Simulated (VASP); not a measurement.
All values below come from rev-vdW-DF2, VASP's PBE PAW potentials (set 64) (plane waves; VASP).

Input for VASP

### INCAR
```
! general
SYSTEM  =La2O3
PREC    =Accurate
ENCUT   =520
LREAL   =.FALSE.
LASPH   =.TRUE.
ICHARG  =11

! electronic loop
EDIFF   =1E-7
NELM    =100
ALGO    =Normal
LMAXMIX =6

! smearing
ISMEAR  =0
SIGMA   =0.05

! functional
GGA     =MK
LUSE_VDW=.TRUE.
AGGAC   =0.0
PARAM1  =0.1234568
PARAM2  =0.7114
ZAB_VDW =-1.8867

! output
LWAVE   =.FALSE.
LCHARG  =.FALSE.
LORBIT  =11
```

POSCAR:
```
La2O3
12.1867890
  0.1611624208  -0.2791414938   0.0000000000
  0.1611624208   0.2791414938   0.0000000000
  0.0000000000   0.0000000000   0.5000000186
La O
2 3
Cart
  0.1611624208   0.0930473507   0.1226768377
  0.1611624208  -0.0930473507   0.3773231809
  0.0000000000   0.0000000000   0.0000000000
  0.1611624208   0.0930473507   0.3230604356
  0.1611624208  -0.0930473507   0.1769395830
```

### KPOINTS
```
k-points along high-symmetry lines
10
Line-mode
Reciprocal
  0.000000   0.000000   0.000000 ! GAMMA
  0.500000   0.000000   0.000000 ! M

  0.500000   0.000000   0.000000 ! M
  0.333333   0.333333   0.000000 ! K

  0.333333   0.333333   0.000000 ! K
  0.000000   0.000000   0.000000 ! GAMMA

  0.000000   0.000000   0.000000 ! GAMMA
  0.000000   0.000000   0.500000 ! A

  0.000000   0.000000   0.500000 ! A
  0.500000   0.000000   0.500000 ! L

  0.500000   0.000000   0.500000 ! L
  0.333333   0.333333   0.500000 ! H

  0.333333   0.333333   0.500000 ! H
  0.000000   0.000000   0.500000 ! A

  0.500000   0.000000   0.500000 ! L
  0.500000   0.000000   0.000000 ! M

  0.333333   0.333333   0.500000 ! H
  0.333333   0.333333   0.000000 ! K
```

POTCAR, in this order: La O (PBE.64 set). Program: vasp_std. Read from the step before: CHGCAR.

The run wrote:

### OSZICAR
```
       N       E                     dE             d eps       ncg     rms          rms(c)
DAV:   1     0.441921662404E+03    0.44192E+03   -0.15822E+04  4384   0.258E+03
DAV:   2     0.745721561277E+02   -0.36735E+03   -0.36221E+03  6392   0.400E+02
DAV:   3    -0.190351381298E+02   -0.93607E+02   -0.92497E+02  8328   0.208E+02
DAV:   4    -0.335280686621E+02   -0.14493E+02   -0.14304E+02  7920   0.777E+01
DAV:   5    -0.343076692081E+02   -0.77960E+00   -0.77925E+00  7680   0.199E+01
DAV:   6    -0.343701494987E+02   -0.62480E-01   -0.62477E-01  7960   0.503E+00
DAV:   7    -0.343733802993E+02   -0.32308E-02   -0.32307E-02  7896   0.134E+00
DAV:   8    -0.343736251216E+02   -0.24482E-03   -0.24482E-03  7840   0.363E-01
DAV:   9    -0.343736440480E+02   -0.18926E-04   -0.18926E-04  8024   0.977E-02
DAV:  10    -0.343736457645E+02   -0.17165E-05   -0.17165E-05  7800   0.271E-02
DAV:  11    -0.343736459132E+02   -0.14868E-06   -0.14872E-06  6264   0.819E-03
DAV:  12    -0.343736459251E+02   -0.11852E-07   -0.11822E-07  4712   0.280E-03
   1 F= -.34373646E+02 E0= -.34373646E+02  d E =-.193924E-11
```

**OUTCAR**
```
 val. band max:        5.8795813603   @ k =   0.5000   0.0000   0.5000

 cond. band min:       9.6846684994   @ k =   0.3333   0.3333   0.0000



 k-point     1 :       0.0000    0.0000    0.0000
  band No.  band energies     occupation
      1     -23.9052      2.00000
      2     -23.6564      2.00000
      3     -10.9746      2.00000
      4      -9.6835      2.00000
      5      -9.2777      2.00000
      6      -7.3382      2.00000
      7      -7.3382      2.00000
      8      -7.1004      2.00000
      9      -7.1003      2.00000
     10      -7.0028      2.00000
     11      -6.2443      2.00000
     12       3.5046      2.00000
     13       3.5046      2.00000
     14       3.7153      2.00000
     15       3.7153      2.00000
     16       3.8264      2.00000
     17       4.2108      2.00000
     18       5.4865      2.00000
     19       5.4865      2.00000
     20       5.7609      2.00000
     21      10.1067      0.00000
     22      10.4611      0.00000
     23      10.4612      0.00000
     24      11.0545      0.00000

 k-point     2 :       0.0556    0.0000    0.0000
  band No.  band energies     occupation
      1     -23.8997      2.00000
      2     -23.6542      2.00000
      3     -10.9720      2.00000
      4      -9.7479      2.00000
      5      -9.3301      2.00000
      6      -7.3518      2.00000
      7      -7.2857      2.00000
      8      -7.1040      2.00000
      9      -7.0542      2.00000
     10      -7.0100      2.00000
     11      -6.2485      2.00000
     12       3.5394      2.00000
     13       3.5436      2.00000
     14       3.6298      2.00000
     15       3.7346      2.00000
     16       3.8385      2.00000
     17       4.3329      2.00000
     18       5.4383      2.00000
     19       5.4834      2.00000
     20       5.7456      2.00000
     21      10.1507      0.00000
     22      10.4631      0.00000
     23      10.4842      0.00000
     24      11.0698      0.00000

...
```

The density is held fixed in this step, so its total energy and stress have no physical meaning.

The compound is La2O3 in the a-type structure. It was relaxed first.
